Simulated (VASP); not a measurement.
# A VASP study of ZrSi2 (LDA): structure first, properties next

Wanted: the relaxed cell of ZrSi2 and its properties. The steps: first try, relaxing cell and atoms (LDA), second relaxation, single point with fields (LDA), bands along the symmetry lines (LDA), density of states (LDA), optical spectrum (LDA), volume scan with LDA and fit for LDA. Left out of this account: 1 further run (bands with LDA: it shows nothing beyond the runs told). The start is a cell from a database of measured crystal structures.

Program: VASP 6.6.1. Level of theory: LDA; plane waves and PAW (Zr_sv, Si). Results are calculated unless marked as measured.

Report form: the programs' logs are mostly left out.

The database entry behind the starting cell differs from later determinations by our own check (a about 0.3 % long), so it need not match the best structure at ambient conditions.

## Step 1: The structure

Before any relaxation, the start is as follows. It takes space group Cmcm (No. 63, orthorhombic). Conventional cell: a = 3.706 Å, b = 14.735 Å, c = 3.672 Å, α = 90.00°, β = 90.00°, γ = 90.00°. Zr has 10 Si at 2.72 to 2.97 Å nearest. Nearest to Si lie 2 Si at 2.40 Å and 6 Zr at 2.72 to 2.97 Å. Nearest to Si lie 4 Si at 2.61 Å and 4 Zr at 2.81 to 2.83 Å. Farther neighbours are not listed.

Coordinates:

```cif
data_structure
_symmetry_space_group_name_H-M 'P 1'
_symmetry_Int_Tables_number 1
_cell_length_a 3.6720
_cell_length_b 3.7060
_cell_length_c 7.5970
_cell_angle_alpha 75.882
_cell_angle_beta 90.000
_cell_angle_gamma 90.000
_cell_volume 100.26
loop_
_atom_site_label
_atom_site_type_symbol
_atom_site_fract_x
_atom_site_fract_y
_atom_site_fract_z
_atom_site_occupancy
Zr1 Zr 0.75000 0.89460 0.21080 1
Zr2 Zr 0.25000 0.10540 0.78920 1
Si3 Si 0.75000 0.55220 0.89560 1
Si4 Si 0.25000 0.44780 0.10440 1
Si5 Si 0.75000 0.24960 0.50080 1
Si6 Si 0.25000 0.75040 0.49920 1
```

## Step 2: First try

This run is made with a changed input; what comes of it follows.

File INCAR:

```
SYSTEM = ZrSi2
PREC = Accurate
ENCUT = 400
EDIFF = 1E-06
NELM = 69
ISMEAR = 0
SIGMA = 0.05
LREAL = .FALSE.
ALGO = Normal
GGA = CA
NBANDS = 26
LASPH = .TRUE.
LORBIT = 11
LWAVE = .FALSE.
LCHARG = .FALSE.
KPAR = 4
IBRION = 2
NSW = 30
ISIF = 3
EDIFFG = -0.01
```

File POSCAR:

```
ZrSi2
1.0
    0.0000000000      0.0000000000     -3.6720000000
   -3.7060000000      0.0000000000      0.0000000000
   -1.8530000000      7.3675000000      0.0000000000
Zr Si
2 4
Direct
    0.7500000000      0.8946000000      0.2108000000
    0.2500000000      0.1054000000      0.7892000000
    0.7500000000      0.5522000000      0.8956000000
    0.2500000000      0.4478000000      0.1044000000
    0.7500000000      0.2496000000      0.5008000000
    0.2500000000      0.7504000000      0.4992000000
```

File KPOINTS:

```
Automatic mesh
0
Gamma
1 1 1
0 0 0
```

PAW data sets: Zr_sv and Si (LDA family, release 64).

Launch:

```
$ mpirun -np 4 vasp_std
```

Run time: 57 s. Hardware: 4 MPI ranks of Intel Xeon Platinum 8259CL at 2.50GHz (Skylake/Cascade Lake), shared host; peak memory 0.62 GiB.

The relaxation used up its NSW steps before forces and stress met EDIFFG.

The fault in the input: one k point for a small cell (k-mesh = [1, 1, 1]). A small cell needs a mesh; Γ alone serves large cells only.

## Step 3: Relaxing cell and atoms (LDA)

The start need not lie at this functional's minimum. ISIF = 3 frees volume, shape and positions, and EDIFFG sets the threshold on forces and stress at which the search stops.

Changes to INCAR since step 2:

```diff
@@ -4,3 +4,3 @@
 EDIFF = 1E-06
-NELM = 69
+NELM = 100
 ISMEAR = 0
@@ -17,3 +17,3 @@
 IBRION = 2
-NSW = 30
+NSW = 60
 ISIF = 3
```

POSCAR is that of step 2.

File KPOINTS:

```
Automatic mesh
0
Gamma
6 6 6
0 0 0
```

Launch:

```
$ mpirun -np 4 vasp_std
```

Wall time 2.2 min (4 MPI ranks); peak memory 0.85 GiB.

The k-mesh is coarse for a metal. The run keeps the 8 symmetry operations of its start, so it cannot find a distortion of lower symmetry.

Step by step:

| step | energy less that of the first step (eV) | largest force (eV/Å) | pressure (GPa) | volume (Å³) |
| --- | --- | --- | --- | --- |
| 1 | 0.0000 | 0.1573 | -5.02 | 100.26 |
| 2 | 0.0037 | 0.2909 | 6.06 | 92.85 |
| 3 | -0.0622 | 0.2149 | 0.06 | 96.52 |
| 4 | -0.0622 | 0.2162 | 0.16 | 96.44 |
| 5 | -0.0675 | 0.1065 | 0.12 | 96.34 |
| 6 | -0.0687 | 0.0259 | 0.09 | 96.24 |
| 7 | -0.0700 | 0.0112 | -0.11 | 96.34 |
| 8 | -0.0700 | 0.0099 | -0.12 | 96.35 |
| 9 | -0.0701 | 0.0060 | 0.17 | 96.17 |
| 10 | -0.0701 | 0.0055 | 0.06 | 96.24 |
| 11 | -0.0701 | 0.0057 | 0.06 | 96.24 |

| conventional cell, symmetrised | before | after | change |
| --- | --- | --- | --- |
| a (Å) | 3.706 | 3.664 | -1.1 % |
| b (Å) | 14.735 | 14.457 | -1.9 % |
| c (Å) | 3.672 | 3.633 | -1.0 % |
| volume (Å³/atom) | 16.71 | 16.04 | -4.0 % |

The atoms that moved most (Å, as changes of fractional coordinates times the final cell):

| atom | dx | dy | dz | length |
| --- | --- | --- | --- | --- |
| Si3 | 0.000 | -0.027 | 0.000 | 0.027 |
| Si4 | 0.000 | 0.027 | 0.000 | 0.027 |
| Zr1 | 0.000 | -0.015 | 0.000 | 0.015 |
| Zr2 | 0.000 | 0.015 | 0.000 | 0.015 |

The relaxed structure:

```
Zr Si
1.0
     0.00000    0.00000   -3.63346
    -3.66439    0.00000    0.00000
    -1.83219    7.22861    0.00000
Zr Si
2 4
Direct
  0.75000 0.89567 0.20867
  0.25000 0.10433 0.79133
  0.75000 0.55404 0.89192
  0.25000 0.44596 0.10808
  0.75000 0.24994 0.50012
  0.25000 0.75006 0.49988
```

This step gave:

```
electrons                       : 40
bands                           : 26
irreducible k points            : 52
symmetry operations             : 8
free energy (TOTEN)             : -46.98 eV
energy at zero smearing         : -46.98 eV
Fermi energy                    : 10.52 eV
pressure                        : 0.05656 GPa
metallic                        : yes
SCF cycles over all ionic steps : 72
```

It ends with a largest force of 0.006 eV/Å and a pressure of 0.06 GPa. The volume lies -4.0 % from that of the database's start, which holds the thermal and zero-point expansion of its experiment. LDA is known to overbind.

## Step 4: Second relaxation

The basis stayed that of the start cell while the cell moved. A rerun from the cell reached resets it; the error of the finite cutoff stays.

INCAR is that of step 3.

File POSCAR:

```
ZrSi2
1.0
    0.0000000000      0.0000000000     -3.6334602498
   -3.6643892752      0.0000000000      0.0000000000
   -1.8321946376      7.2286144981      0.0000000000
Zr Si
2 4
Direct
    0.7500000000      0.8956651100      0.2086697800
    0.2500000000      0.1043348900      0.7913302200
    0.7500000000      0.5540394371      0.8919211258
    0.2500000000      0.4459605629      0.1080788742
    0.7500000000      0.2499386112      0.5001227775
    0.2500000000      0.7500613888      0.4998772225
```

KPOINTS is that of step 3.

Launch:

```
$ mpirun -np 4 vasp_std
```

Elapsed: 24 s, on 4 MPI ranks; peak memory 0.76 GiB.

Little changed from the start: no atom moved by 0.005 Å and no cell edge by 0.1 %.

Numbers from this step:

```yaml
pressure: 0.009292 GPa
scf_cycles_over_all_ionic_steps: 13
```

It ends with a largest force of 0.005 eV/Å and a pressure of 0.01 GPa. The volume moved by under 0.01 %: the run met its threshold at the first step.

## Step 5: Single point with fields (LDA)

A single point on the relaxed cell gives a clean self-consistent state, with density, ELF and potential written out.

Changes to INCAR since step 4:

```diff
@@ -14,7 +14,5 @@
 LWAVE = .FALSE.
-LCHARG = .FALSE.
-KPAR = 4
-IBRION = 2
-NSW = 60
-ISIF = 3
-EDIFFG = -0.01
+LCHARG = .TRUE.
+ISIF = 2
+LELF = .TRUE.
+LVHAR = .TRUE.
```

POSCAR is that of step 4.

KPOINTS is that of step 4.

Launch:

```
$ mpirun -np 4 vasp_std
```

Wall time 33 s (4 MPI ranks); peak memory 0.55 GiB; 1.9 min of CPU time.

Numbers from this step:

- electronic steps: 13
- bands: 28
- pressure: 0.009727 GPa

Valence electrons inside each PAW sphere by angular momentum. Sphere charges, by row:

| atom | s (e) | p (e) | d (e) | tot (e) |
| --- | --- | --- | --- | --- |
| Zr1 | 2.159 | 5.992 | 1.875 | 10.03 |
| Zr2 | 2.159 | 5.992 | 1.875 | 10.03 |
| Si3 | 0.782 | 0.945 | 0 | 1.727 |
| Si4 | 0.782 | 0.945 | 0 | 1.727 |
| Si5 | 0.765 | 0.882 | 0 | 1.647 |
| Si6 | 0.765 | 0.882 | 0 | 1.647 |

ELF in the bc plane of the conventional cell at fractional x = 0.000, with atoms of Zr and Si within 0.2 Å of it. It is the smooth field of the valence electrons, not physical close to the nuclei.

Ten even steps from '0' (0.06) to '9' (0.81), each cell a mean:
```
11478842565422368877888775467657984111112
12799972232100268523665443589623798422233
12898972122000267301565433589611798522333
11699962344211268645776654578635896311122
11256523686543368988888886446668973222111
21111137986677546778877788422346632688621
23221269952489643456642378410023214999941
23332379940399743345630267410012215988951
22211148963588644567764588410134424899831
11123225886665457888888897433467752466311
```
Columns run along b (14.5 Å), rows up along c (3.6 Å), edges of the conventional cell, whose origin can differ from the input's. Atoms in or near the plane, at fractional coordinates: Zr at (0.10, 0.75), Zr at (0.90, 0.25), Si at (0.45, 0.75), Si at (0.55, 0.25), Si at (0.75, 0.75), Si at (0.25, 0.25).

Electrostatic potential energy in the bc plane of the conventional cell at fractional x = 0.000, with atoms of Zr and Si within 0.2 Å of it. With pseudopotentials it is smooth inside the atoms' cores, unlike the true potential.

Ten even steps from '0' (-91 eV) to '9' (2 eV), each cell a mean:
```
99754579999999998656899999999755799999999
98532358999999997201699999998400489999999
98422248999999996100699999998300389999999
98633368999999997423799999998522689999999
99865689999999999878899999999877899888899
99999999865689999999975579999999998544689
99999999610279999999840048999999996322479
99999999600169999999830038999999996322369
99999999731379999999852268999999997433479
99987899987899999999987789999999998756799
```
Columns run along b (14.5 Å; values clipped at the 3rd and 97th percentile), rows up along c (3.6 Å), edges of the conventional cell, whose origin can differ from the input's. Atoms in or near the plane, at fractional coordinates: Zr at (0.10, 0.75), Zr at (0.90, 0.25), Si at (0.45, 0.75), Si at (0.55, 0.25), Si at (0.75, 0.75), Si at (0.25, 0.25).

Valence density in the bc plane of the conventional cell at fractional x = 0.000, with atoms of Zr and Si within 0.2 Å of it. It is the smooth field of the valence electrons, not physical close to the nuclei.

Ten steps, logarithmic in the rise over the least value, from '0' (-0.1 e/Å³) to '9' (5.4 e/Å³), each cell a mean:
```
34678764444333344545544443334444544444433
34799975433333344424444433344433444333333
35799975433333344303444333344411444333333
34789874443333344444544433344444544433333
33567654444433344455554444334444444455433
33344444454444334444555444333344445788643
33333344542444433344443344333333346899864
33333344530344433344441144333333346999864
33333344544444333444444444333334446899853
33455544444443334445555544333444444677543
```
Columns run along b (14.5 Å), rows up along c (3.6 Å), edges of the conventional cell, whose origin can differ from the input's. Atoms in or near the plane, at fractional coordinates: Zr at (0.10, 0.75), Zr at (0.90, 0.25), Si at (0.45, 0.75), Si at (0.55, 0.25), Si at (0.75, 0.75), Si at (0.25, 0.25).

In this run the pressure is 0.01 GPa, small enough to go on.

## Step 6: Bands along the symmetry lines (LDA)

The mesh alone shows little of the dispersion and can miss band extrema, so KPOINTS_OPT adds a path through the symmetry points after the self-consistent cycle.

File INCAR:

```
SYSTEM = ZrSi2
PREC = Accurate
ENCUT = 400
EDIFF = 1E-06
NELM = 100
ISMEAR = 0
SIGMA = 0.05
LREAL = .FALSE.
ALGO = Normal
GGA = CA
NBANDS = 36
LASPH = .TRUE.
LORBIT = 11
LWAVE = .FALSE.
LCHARG = .FALSE.
KPAR = 4
```

POSCAR is that of step 5.

KPOINTS is that of step 5.

File KPOINTS_OPT:

```
Line mode
16
Line-mode
Reciprocal
  0.00000000   0.00000000   0.00000000 GAMMA
  0.00000000  -0.53212204  -0.26606102 X

  0.00000000  -0.53212204  -0.26606102 X
  0.00000000  -0.50000000   0.00000000 S

  0.00000000  -0.50000000   0.00000000 S
 -0.50000000  -0.50000000   0.00000000 R

 -0.50000000  -0.50000000   0.00000000 R
 -0.50000000  -0.53212204  -0.26606102 A

 -0.50000000  -0.53212204  -0.26606102 A
 -0.50000000   0.00000000   0.00000000 Z

 -0.50000000   0.00000000   0.00000000 Z
  0.00000000   0.00000000   0.00000000 GAMMA

  0.00000000   0.00000000   0.00000000 GAMMA
  0.00000000   0.00000000   0.50000000 Y

  0.00000000   0.00000000   0.50000000 Y
  0.00000000  -0.46787796   0.26606102 X1

  0.00000000  -0.46787796   0.26606102 X1
 -0.50000000  -0.46787796   0.26606102 A1

 -0.50000000  -0.46787796   0.26606102 A1
 -0.50000000   0.00000000   0.50000000 T

 -0.50000000   0.00000000   0.50000000 T
  0.00000000   0.00000000   0.50000000 Y

 -0.50000000   0.00000000   0.00000000 Z
 -0.50000000   0.00000000   0.50000000 T
```

Launch:

```
$ mpirun -np 4 vasp_std
```

It took 94 s on 4 MPI ranks; peak memory 1.1 GiB; 5.5 min of CPU time.

The cell is typed on its shortest vectors, so the axes of tensors and the coordinates of k-points follow the printed cell and not the standard setting.

Numbers from this step:

* bands: 36
* pressure: 0.009798 GPa

Electronic bands along the path, in eV, zero at the Fermi level; # counts the bands kept:

| point | #9 | #10 | #11 | #12 | #13 | #14 | #15 | #16 |
| --- | --- | --- | --- | --- | --- | --- | --- | --- |
| Γ | -2.52 | -2.47 | -2.38 | -0.04 | 0.98 | 1.36 | 1.41 | 1.52 |
| 0.53 of the way | -2.32 | -2.25 | -1.59 | -0.71 | 0.37 | 0.92 | 1.15 | 1.59 |
| X | -1.67 | -1.65 | -1.04 | -0.77 | -0.22 | 0.93 | 1.13 | 1.55 |
| 0.47 of the way | -1.74 | -1.66 | -1.00 | -0.76 | -0.29 | 0.92 | 1.05 | 1.75 |
| S | -1.82 | -1.66 | -0.97 | -0.59 | -0.53 | 0.92 | 0.96 | 2.07 |
| 0.47 of the way | -3.15 | -2.94 | -2.08 | -1.89 | 0.77 | 1.32 | 2.10 | 2.73 |
| R | -3.27 | -3.27 | -2.27 | -2.27 | 2.21 | 2.21 | 3.08 | 3.08 |
| 0.47 of the way | -3.27 | -3.27 | -2.28 | -2.28 | 2.18 | 2.18 | 3.01 | 3.01 |
| A | -3.27 | -3.27 | -2.29 | -2.29 | 2.14 | 2.14 | 2.93 | 2.93 |
| 0.47 of the way | -3.09 | -3.09 | -1.97 | -1.97 | 0.56 | 0.56 | 3.13 | 3.13 |
| Z | -2.08 | -2.08 | -0.15 | -0.15 | 0.19 | 0.19 | 1.52 | 1.52 |
| 0.47 of the way | -2.39 | -2.08 | -0.71 | -0.64 | -0.05 | 0.42 | 1.66 | 1.66 |
| Γ | -2.52 | -2.47 | -2.38 | -0.04 | 0.98 | 1.36 | 1.41 | 1.52 |
| 0.53 of the way | -2.52 | -2.18 | -1.64 | -0.05 | 0.93 | 1.40 | 1.44 | 1.60 |
| Y | -2.76 | -1.97 | -1.55 | 0.35 | 0.89 | 1.08 | 1.38 | 1.66 |
| 0.53 of the way | -2.32 | -1.66 | -0.69 | -0.09 | -0.03 | 0.24 | 0.72 | 2.17 |
| X1 | -1.67 | -1.65 | -1.04 | -0.77 | -0.22 | 0.93 | 1.13 | 1.55 |
| 0.53 of the way | -3.05 | -2.84 | -2.22 | -2.07 | 1.06 | 1.55 | 2.03 | 2.42 |
| A1 | -3.27 | -3.27 | -2.29 | -2.29 | 2.14 | 2.14 | 2.93 | 2.93 |
| 0.47 of the way | -2.93 | -2.93 | -2.65 | -2.65 | 1.97 | 1.97 | 2.29 | 2.29 |
| T | -2.41 | -2.41 | -1.03 | -1.03 | 0.04 | 0.04 | 2.26 | 2.26 |
| 0.47 of the way | -2.26 | -1.98 | -1.33 | -0.95 | 0.66 | 1.03 | 1.06 | 1.94 |
| Y | -2.76 | -1.97 | -1.55 | 0.35 | 0.89 | 1.08 | 1.38 | 1.66 |
| jump to Z | -2.08 | -2.08 | -0.15 | -0.15 | 0.19 | 0.19 | 1.52 | 1.52 |
| 0.47 of the way | -2.40 | -2.40 | -0.60 | -0.60 | 0.09 | 0.09 | 2.19 | 2.19 |
| T | -2.41 | -2.41 | -1.03 | -1.03 | 0.04 | 0.04 | 2.26 | 2.26 |

Of the projections kept (Zr, Si), the largest for each band there; the rest of the weight can lie on other orbitals:

| point | #9 | #10 | #11 | #12 | #13 | #14 | #15 | #16 |
| --- | --- | --- | --- | --- | --- | --- | --- | --- |
| Γ | Zr 0.55 | Si 0.64 | Si 0.92 | Si 0.76 | Zr 1.00 | Zr 0.68 | Zr 0.95 | Zr 1.00 |
| X | Zr 0.63 | Zr 0.71 | Zr 0.88 | Zr 0.71 | Zr 0.64 | Si 0.65 | Si 0.88 | Zr 0.58 |
| S | Zr 0.56 | Zr 0.67 | Zr 0.90 | Zr 0.81 | Si 0.56 | Si 0.68 | Si 0.82 | Zr 0.55 |
| R | Si 0.59 | Si 0.59 | Zr 0.50 | Zr 0.50 | Zr 0.72 | Zr 0.72 | Zr 0.91 | Zr 0.91 |
| A | Si 0.57 | Si 0.57 | Zr 0.51 | Zr 0.51 | Zr 0.60 | Zr 0.60 | Zr 0.96 | Zr 0.96 |
| Z | Zr 0.79 | Zr 0.79 | Zr 0.59 | Zr 0.59 | Si 0.66 | Si 0.66 | Zr 0.73 | Zr 0.73 |

There is no gap at this level.

## Step 7: Density of states (LDA)

A density of states needs more k-points than a total energy; ISMEAR = -5 takes tetrahedra, and LORBIT projects the states on the PAW spheres. The mesh is finer than in the run before.

Changes to INCAR since step 6:

```diff
@@ -5,3 +5,3 @@
 NELM = 100
-ISMEAR = 0
+ISMEAR = -5
 SIGMA = 0.05
@@ -16 +16,2 @@
 KPAR = 4
+NEDOS = 2001
```

POSCAR is that of step 6.

File KPOINTS:

```
Automatic mesh
0
Gamma
9 9 9
0 0 0
```

Launch:

```
$ mpirun -np 4 vasp_std
```

Wall time 67 s (4 MPI ranks); peak memory 1.3 GiB.

With tetrahedra the forces and stress of a metal are not exact derivatives of the energy.

Numbers from this step:

```yaml
irreducible_k_points: 125
fermi_energy: 10.50 eV
pressure: -0.1492 GPa
dos_at_the_fermi_level: 1.255 states/eV/cell
```

The density of states has structure finer than the step of the table below, so its rows give means over 0.5 eV, whole bins alone (the curve runs from -12.0 to 2.33 eV). Peaks (eV: height): total -5.11: 3.21, -2.82: 6.89, -2.35: 6.02, 2.13: 4.51; Zr d -2.82: 1.49, -2.25: 1.49, 2.13: 1.67; Si p -5.11: 0.630, -3.49: 0.914, -2.82: 1.34, -2.35: 1.19; Si s -10.54: 0.796, -8.64: 0.566, -7.87: 0.623, -7.40: 0.795; Zr p -10.54: 0.0618, -5.11: 0.0567, -2.82: 0.172, -2.25: 0.130.

States under -12.0 eV and over 2.3 eV are left out. Density of states against energy, zero at the Fermi level; means over each step; values in states/eV/cell:

| energy (eV) | total | Zr d | Si p | Si s | Zr p | Zr s |
| --- | --- | --- | --- | --- | --- | --- |
| -11.5 | 0.652 | 0.00252 | 0.0124 | 0.237 | 0.00992 | 0.0272 |
| -11.0 | 1.03 | 0.00993 | 0.0277 | 0.379 | 0.0228 | 0.0325 |
| -10.5 | 1.69 | 0.0330 | 0.0564 | 0.637 | 0.0466 | 0.0298 |
| -10.0 | 1.59 | 0.0433 | 0.0715 | 0.578 | 0.0367 | 0.0248 |
| -9.5 | 1.46 | 0.0544 | 0.0777 | 0.513 | 0.0282 | 0.0189 |
| -9.0 | 0.916 | 0.0401 | 0.0547 | 0.317 | 0.0165 | 0.00824 |
| -8.5 | 1.16 | 0.0593 | 0.0812 | 0.384 | 0.0196 | 0.00968 |
| -8.0 | 1.39 | 0.0756 | 0.0988 | 0.455 | 0.0213 | 0.0126 |
| -7.5 | 1.86 | 0.109 | 0.123 | 0.598 | 0.0295 | 0.0266 |
| -7.0 | 1.35 | 0.0970 | 0.0871 | 0.437 | 0.0193 | 0.0193 |
| -6.5 | 0.927 | 0.0710 | 0.0697 | 0.291 | 0.0119 | 0.0162 |
| -6.0 | 1.19 | 0.0830 | 0.162 | 0.238 | 0.0157 | 0.0384 |
| -5.5 | 1.57 | 0.125 | 0.314 | 0.135 | 0.0219 | 0.0574 |
| -5.0 | 2.29 | 0.204 | 0.450 | 0.172 | 0.0383 | 0.0932 |
| -4.5 | 2.11 | 0.233 | 0.429 | 0.137 | 0.0341 | 0.0665 |
| -4.0 | 2.80 | 0.364 | 0.605 | 0.112 | 0.0575 | 0.0746 |
| -3.5 | 3.51 | 0.527 | 0.802 | 0.104 | 0.0816 | 0.0491 |
| -3.0 | 5.20 | 1.01 | 1.09 | 0.0898 | 0.138 | 0.0275 |
| -2.5 | 4.84 | 1.16 | 0.957 | 0.0495 | 0.100 | 0.0162 |
| -2.0 | 4.40 | 1.23 | 0.801 | 0.0627 | 0.0659 | 0.0124 |
| -1.5 | 2.70 | 0.883 | 0.448 | 0.0422 | 0.0205 | 0.00645 |
| -1.0 | 1.62 | 0.586 | 0.259 | 0.0235 | 0.00706 | 0.00377 |
| -0.5 | 1.00 | 0.373 | 0.162 | 0.0192 | 0.00376 | 0.00297 |
| 0.0 | 1.48 | 0.539 | 0.202 | 0.0599 | 0.00647 | 0.00722 |
| 0.5 | 2.69 | 0.962 | 0.359 | 0.114 | 0.0152 | 0.0181 |
| 1.0 | 2.88 | 1.06 | 0.329 | 0.155 | 0.0194 | 0.0235 |
| 1.5 | 3.21 | 1.14 | 0.334 | 0.173 | 0.0304 | 0.0305 |
| 2.0 | 4.31 | 1.55 | 0.430 | 0.245 | 0.0445 | 0.0668 |

Force by atom:

| atom | x (eV/Å) | y (eV/Å) | z (eV/Å) | size |
| --- | --- | --- | --- | --- |
| Zr1 | 0.0000 | 0.0620 | 0.0000 | 0.0620 |
| Zr2 | 0.0000 | -0.0620 | 0.0000 | 0.0620 |
| Si3 | 0.0000 | -0.0092 | 0.0000 | 0.0092 |
| Si4 | 0.0000 | 0.0092 | 0.0000 | 0.0092 |
| Si5 | 0.0000 | -0.0352 | 0.0000 | 0.0352 |
| Si6 | 0.0000 | 0.0352 | 0.0000 | 0.0352 |

The finer mesh and the other smearing move the Fermi level by -0.02 eV from the 6×6×6 run, a small shift, which tests the Fermi level alone. Of the states within 0.3 eV of the Fermi level, the largest shares in the PAW spheres are Zr d 36 % and Si p 14 %. The rest lies in smaller channels or between the spheres.

(Continued in part 2 of 2.)

[Lines on the potential files, build, host, timing and source positions are cut from VASP's logs without a mark.]

[Logs are printed without paths, hosts, clocks, repeated set-up lines and the standing remarks that a program may print on its own settings, such as how far it seeks lower states.]

[Hosts, paths, dates, database ids (printed as entryN), source tags and the programs' standing remarks are cut or masked in the printed files.]

[A measured line is paired with the nearest computed mode of its activity, which favours agreement.]
